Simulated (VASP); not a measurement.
Method: PBE GGA, VASP's PBE PAW potentials (set 64) (plane waves; VASP).

The input files of a VASP run:

### POSCAR
```
GaAs
1.0
  0.0000000000   2.8708749059   2.8708749059
  2.8708749059   0.0000000000   2.8708749059
  2.8708749059   2.8708749059   0.0000000000
Ga As
1 1
Cart
  0.0000000000   0.0000000000   0.0000000000
  1.4354374530   1.4354374530   1.4354374530
```

### INCAR
```
SYSTEM = GaAs
PREC = Accurate
ENCUT = 400
EDIFF = 1E-6
NELM = 100
ALGO = Normal
LREAL = .FALSE.
LASPH = .TRUE.
ISMEAR = 0
SIGMA = 0.05
GGA = PE
LMAXMIX = 4
LWAVE = .FALSE.
LCHARG = .FALSE.
IBRION = 2
ISIF = 3
NSW = 60
EDIFFG = -0.01
```

### KPOINTS
```
kpoints
0
gamma
7 7 7
```

POTCAR, in this order: Ga_d As (PBE.64 set). Program: vasp_std.

Q: Predict the energy per atom (σ→0), band gap (on the k-mesh).

A: 
The energy per atom (σ→0) comes out as -4.132 eV/atom and the band gap (on the k-mesh) is 0.17 eV.

**OSZICAR**
```
...
DAV:   6    -0.827921976561E+01    0.13718E+00   -0.25808E-01   801   0.921E+00    0.167E+00
DAV:   7    -0.826257546497E+01    0.16644E-01   -0.67921E-02   667   0.202E+00    0.559E-01
DAV:   8    -0.826343369494E+01   -0.85823E-03   -0.10201E-02   590   0.139E+00    0.919E-02
DAV:   9    -0.826384108064E+01   -0.40739E-03   -0.10783E-03   636   0.467E-01    0.558E-02
DAV:  10    -0.826390807277E+01   -0.66992E-04   -0.78830E-05   665   0.950E-02    0.302E-02
DAV:  11    -0.826396411201E+01   -0.56039E-04   -0.88772E-05   540   0.795E-02    0.414E-03
DAV:  12    -0.826396444665E+01   -0.33463E-06   -0.14189E-06   504   0.188E-02
   1 F= -.82639644E+01 E0= -.82639579E+01  d E =-.826396E+01
```

The compound is GaAs in the zinc blende structure. It was relaxed first. The start is the result of an earlier pass.
